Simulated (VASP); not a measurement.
Set up this calculation in VASP 6.6.1, as the native input.

- Task: single point
- Functional: PBE
- Potentials or basis: VASP PAW PBE potentials, release 64 (B, N)
- Cutoff: 520 eV
- k mesh: 12 × 12 × 7
- Occupations: fermi-dirac, width 0.02 eV
- Spin: no spin polarisation
- Dipole correction: no
- Further INCAR settings: ALGO = Normal; EDIFF = 1e-07; NBANDS = 16

The structure of BN lies in POSCAR:

```
BN
1.0
    2.5360000000      0.0000000000      0.0000000000
   -1.2680000000      2.1962404240      0.0000000000
    0.0000000000      0.0000000000      4.1990000000
B N
2 2
Direct
    0.6666666667      0.3333333333      0.0002784272
    0.3333333333      0.6666666667      0.5002784272
    0.6666666667      0.3333333333      0.3747215728
    0.3333333333      0.6666666667      0.8747215728
```

Measurements of this composition are mostly on another form, of space group No. 194.

The input as run:

INCAR

```
ALGO     = Normal         # electronic algorithm
EDIFF    = 1E-7           # SCF threshold, eV
ENCUT    = 520            # plane-wave cutoff, eV
GGA      = PE             # functional
ISIF     = 2              # what is computed and relaxed
ISMEAR   = -1             # smearing method
LASPH    = T              # aspherical terms in the spheres
LCHARG   = T              # write CHGCAR
LELF     = T              # ELF
LREAL    = F              # projectors in reciprocal space
LVHAR    = T            
LWAVE    = F              # write WAVECAR
NBANDS   = 16             # bands
NELM     = 100            # most SCF steps
PREC     = Accurate       # precision mode
SIGMA    = 0.02           # smearing width, eV
```

KPOINTS

```
k-points
0
Gamma
  12 12 7
```

Potentials or basis: VASP PAW PBE potentials, release 64 (B, N).

The run is started by

```console
$ cat potpaw_PBE.64/B/POTCAR potpaw_PBE.64/N/POTCAR > POTCAR
$ mpirun -np 1 vasp_std > vasp.out
```

Results of the run:

```yaml
Pressure: 8.3 GPa
Band_gap_on_the_k_mesh: 5.16 eV, indirect (least direct gap 8.34 eV)
```

Caveat: an odd mesh through Γ misses points on the zone boundary, where band edges often lie.

Wall time 12 s on 1 thread of Intel(R) Xeon(R) 6975P-C (Granite Rapids) (shared host), peak memory 0.14 GiB.
